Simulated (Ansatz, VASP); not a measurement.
## Mg3ZnS4: VASP beside Ansatz

```
CELL_PARAMETERS angstrom
-2.60321 2.60321 5.19274
2.60321 -2.60321 5.19274
2.60321 2.60321 -5.19274
ATOMIC_POSITIONS crystal
Mg 0.75000 0.25000 0.50000
Mg 0.25000 0.75000 0.50000
Mg 0.50000 0.50000 0.00000
Zn 0.00000 0.00000 0.00000
S 0.50000 0.00000 0.50000
S 0.00000 0.50000 0.50000
S 0.24561 0.24561 0.00000
S 0.75439 0.75439 0.00000
```

Alike in both runs: task single point; functional PBE; k mesh 6 × 6 × 6; occupations gaussian, width 0.1 eV; no spin polarisation.

```csv
,VASP,Ansatz
version,VASP 6.6.1,Ansatz 0.2.0
potentials or method,"VASP PAW PBE potentials, release 64 (Mg, Zn, S)","scalar-relativistic, plane waves, PAW"
plane-wave cutoff (eV),520,420
valence electrons in the cell,42,66
```

VASP gave:

* gap on the k mesh at the Fermi level (eV): 0.94
* least direct gap on the mesh (eV): 1.71
* pressure (GPa): -0.2
* rms of the force components (eV/Å): 0.005

**Question.** What did Ansatz give for the same quantities?

**Answer.** gap on the k mesh at the Fermi level (eV): 0.95; least direct gap on the mesh (eV): 1.72; pressure (GPa): 0.0; rms of the force components (eV/Å): 0.000.

Atom by atom the forces differ by 0.005 eV/Å (rms over components). The two sets of potentials don't hold the same shells in valence.

A k mesh can miss the band edges. PBE gaps usually lie below the measured ones, often by a third to a half.
